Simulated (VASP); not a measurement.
Output of a VASP run:

File OUTCAR:
```
 ion  position               nearest neighbor table
   1  0.000  0.000  0.000-   2 2.59   2 2.59   2 2.59   2 2.59   2 2.59   2 2.59   2 2.59   2 2.59
  LATTYP: Found a simple cubic cell.
 ALAT       =     2.9900000000
 Subroutine PRICEL returns:
 Original cell was already a primitive cell.
 Subroutine GETGRP returns: Found 48 space group operations
The static configuration has the point symmetry O_h .
The dynamic configuration has the point symmetry O_h .
 Subroutine INISYM returns: Found 48 space group operations
 Subroutine IBZKPT returns following result:
 Found     56 irreducible k-points:

 Following reciprocal coordinates:
            Coordinates               Weight
  0.000000  0.000000  0.000000      1.000000
  0.090909  0.000000  0.000000      6.000000
  0.181818  0.000000  0.000000      6.000000
  0.272727  0.000000  0.000000      6.000000
  0.363636  0.000000  0.000000      6.000000
  0.454545  0.000000  0.000000      6.000000
  0.090909  0.090909  0.000000     12.000000
  0.181818  0.090909  0.000000     24.000000
  0.272727  0.090909  0.000000     24.000000
  0.363636  0.090909  0.000000     24.000000
  0.454545  0.090909  0.000000     24.000000
  0.181818  0.181818  0.000000     12.000000
  0.272727  0.181818  0.000000     24.000000
  0.363636  0.181818  0.000000     24.000000
  0.454545  0.181818  0.000000     24.000000
  0.272727  0.272727  0.000000     12.000000
  0.363636  0.272727  0.000000     24.000000
  0.454545  0.272727  0.000000     24.000000
  0.363636  0.363636  0.000000     12.000000
  0.454545  0.363636  0.000000     24.000000
  0.454545  0.454545  0.000000     12.000000
  0.090909  0.090909  0.090909      8.000000
  0.181818  0.090909  0.090909     24.000000
  0.272727  0.090909  0.090909     24.000000
  0.363636  0.090909  0.090909     24.000000
  0.454545  0.090909  0.090909     24.000000
  0.181818  0.181818  0.090909     24.000000
  0.272727  0.181818  0.090909     48.000000
  0.363636  0.181818  0.090909     48.000000
  0.454545  0.181818  0.090909     48.000000
  0.272727  0.272727  0.090909     24.000000
  0.363636  0.272727  0.090909     48.000000
  0.454545  0.272727  0.090909     48.000000
  0.363636  0.363636  0.090909     24.000000
  0.454545  0.363636  0.090909     48.000000
  0.454545  0.454545  0.090909     24.000000
  0.181818  0.181818  0.181818      8.000000
  0.272727  0.181818  0.181818     24.000000
  0.363636  0.181818  0.181818     24.000000
  0.454545  0.181818  0.181818     24.000000
   k-points           NKPTS =     56   k-points in BZ     NKDIM =     56   number of bands    NBANDS=     14
   number of dos      NEDOS =    301   number of ions     NIONS =      2
   total plane-waves  NPLWV =   8000
   dimension x,y,z NGX =    20 NGY =   20 NGZ =   20
   dimension x,y,z NGXF=    40 NGYF=   40 NGZF=   40
   ions per type =               1   1
   PREC   = accura    normal or accurate (medium, high low for compatibility)
   ISTART =      0    job   : 0-new  1-cont  2-samecut
   ICHARG =      2    charge: 1-file 2-atom 10-const
   ISPIN  =      1    spin polarized calculation?
   LNONCOLLINEAR =      F non collinear calculations
   LSORBIT =      F    spin-orbit coupling
   INIWAV =      1    electr: 0-lowe 1-rand  2-diag
   ENCUT  =  400.0 eV  29.40 Ry    5.42 a.u.   4.88  4.88  4.88*2*pi/ulx,y,z
   NELM   =    100;   NELMIN=  2; NELMDL= -5     # of ELM steps
   EDIFF  = 0.1E-05   stopping-criterion for ELM
   LREAL  =      F    real-space projection
   NLSPLINE    = F    spline interpolate recip. space projectors
   LMAXMIX     =    4 max onsite mixed and CHGCAR
   VOSKOWN=      0    Vosko Wilk Nusair interpolation
   EDIFFG = 0.1E-04   stopping-criterion for IOM
   NSW    =      0    number of steps for IOM
   NBLOCK =      1;   KBLOCK =      1    inner block; outer block
   IBRION =     -1    ionic relax: 0-MD 1-quasi-New 2-CG
   NFREE  =      0    steps in history (QN), initial steepest desc. (CG)
...
```

### OSZICAR
```
       N       E                     dE             d eps       ncg     rms          rms(c)
DAV:   1     0.137760000758E+03    0.13776E+03   -0.89910E+03  1568   0.158E+03
DAV:   2    -0.982495023224E+01   -0.14758E+03   -0.14502E+03  1598   0.383E+02
DAV:   3    -0.177325806333E+02   -0.79076E+01   -0.78601E+01  2402   0.998E+01
DAV:   4    -0.179804347065E+02   -0.24785E+00   -0.24733E+00  1956   0.148E+01
DAV:   5    -0.179886057176E+02   -0.81710E-02   -0.81709E-02  2288   0.244E+00    0.129E+01
DAV:   6    -0.174193828530E+02    0.56922E+00   -0.22692E-01  1996   0.721E+00    0.111E+01
DAV:   7    -0.157543370745E+02    0.16650E+01   -0.53056E+00  2144   0.325E+01    0.384E+00
DAV:   8    -0.156353059137E+02    0.11903E+00   -0.98097E-01  2094   0.109E+01    0.259E+00
DAV:   9    -0.156493040498E+02   -0.13998E-01   -0.17078E-01  2280   0.521E+00    0.232E+00
DAV:  10    -0.156795843257E+02   -0.30280E-01   -0.16017E-01  1832   0.568E+00    0.228E+00
DAV:  11    -0.156224102625E+02    0.57174E-01   -0.23746E-01  2318   0.518E+00    0.235E-01
DAV:  12    -0.156230270190E+02   -0.61676E-03   -0.55903E-03  1694   0.762E-01    0.170E-01
DAV:  13    -0.156238694329E+02   -0.84241E-03   -0.20126E-03  2236   0.540E-01    0.185E-01
DAV:  14    -0.156238500231E+02    0.19410E-04   -0.19843E-03  1856   0.513E-01    0.365E-02
DAV:  15    -0.156238246332E+02    0.25390E-04   -0.28172E-04  1884   0.220E-01    0.530E-02
DAV:  16    -0.156238441547E+02   -0.19522E-04   -0.78562E-05  1986   0.104E-01    0.288E-02
DAV:  17    -0.156238457700E+02   -0.16152E-05   -0.36378E-05  2032   0.652E-02    0.409E-03
DAV:  18    -0.156238459346E+02   -0.16464E-06   -0.15171E-06  1318   0.110E-02
   1 F= -.15623846E+02 E0= -.15623905E+02  d E =0.177327E-03
```

OUTCAR:
```
------------------------ aborting loop because EDIFF is reached ----------------------------------------
  FORCE on cell =-STRESS in cart. coord.  units (eV):
  Direction    XX          YY          ZZ          XY          YZ          ZX
  --------------------------------------------------------------------------------------
  Total       -0.6963082     -0.6963082     -0.6963082      0.0000000      0.0000000     -0.0000000
  in kB      -41.7348196    -41.7348196    -41.7348196      0.0000000      0.0000000     -0.0000000
  external PRESSURE =     -41.7348196 kB  Pullay stress =       0.0000000 kB
  volume of cell :       26.73
      direct lattice vectors                 reciprocal lattice vectors
     2.990000000  0.000000000  0.000000000     0.334448161  0.000000000  0.000000000
     0.000000000  2.990000000  0.000000000     0.000000000  0.334448161  0.000000000
     0.000000000  0.000000000  2.990000000     0.000000000  0.000000000  0.334448161
 POSITION                                       TOTAL-FORCE (eV/Angst)
 -----------------------------------------------------------------------------------
      0.00000      0.00000      0.00000         0.000000      0.000000      0.000000
      1.49500      1.49500      1.49500         0.000000      0.000000      0.000000
 -----------------------------------------------------------------------------------
    total drift:                               -0.000000      0.000000     -0.000000
  FREE ENERGIE OF THE ION-ELECTRON SYSTEM (eV)
  ---------------------------------------------------
  free  energy   TOTEN  =       -15.6238459346 eV

  energy  without entropy=      -15.6240232617  energy(sigma->0) =      -15.62390504
```
(Selected blocks of OUTCAR.)

POSCAR:
```
TiCo
1
    2.9900000000     0.0000000000     0.0000000000
    0.0000000000     2.9900000000     0.0000000000
    0.0000000000     0.0000000000     2.9900000000
Ti Co
1 1
Direct
  0.0000000000   0.0000000000   0.0000000000
  0.5000000000   0.5000000000   0.5000000000
```

**Question.** Reconstruct the remaining input files.

**Answer.** Several could match; the one computed here: the input of the run itself, PBE GGA, plane waves, VASP's PBE PAW potentials (set 64).

INCAR:
```
ALGO  =  Normal
AMIX  =  0.05
BMIX  =  0.0001
EDIFF  =  1E-6
ENCUT  =  400
GGA  =  PE
IMIX  =  4
ISIF  =  2
ISMEAR  =  1
LASPH  =  .TRUE.
LCHARG  =  .FALSE.
LMAXMIX  =  4
LREAL  =  .FALSE.
LWAVE  =  .FALSE.
NELM  =  100
PREC  =  Accurate
SIGMA  =  0.1
SYSTEM  =  TiCo
```

KPOINTS:
```
Automatic mesh
0
Gamma
11 11 11
0 0 0
```

POTCAR, in this order: Ti_sv Co (PBE.64 set). Program: vasp_std.

The compound is TiCo in the CsCl type structure. The cell was not relaxed at this level. The run is one of a series of settings (AMIX = 0.05, BMIX = 0.0001, IMIX = 4 against the base run), some of them coarse on purpose. The run is not spin-polarised, so no magnetic state was tried. The electron count is odd and the run is not spin-polarised, which forces a metal.
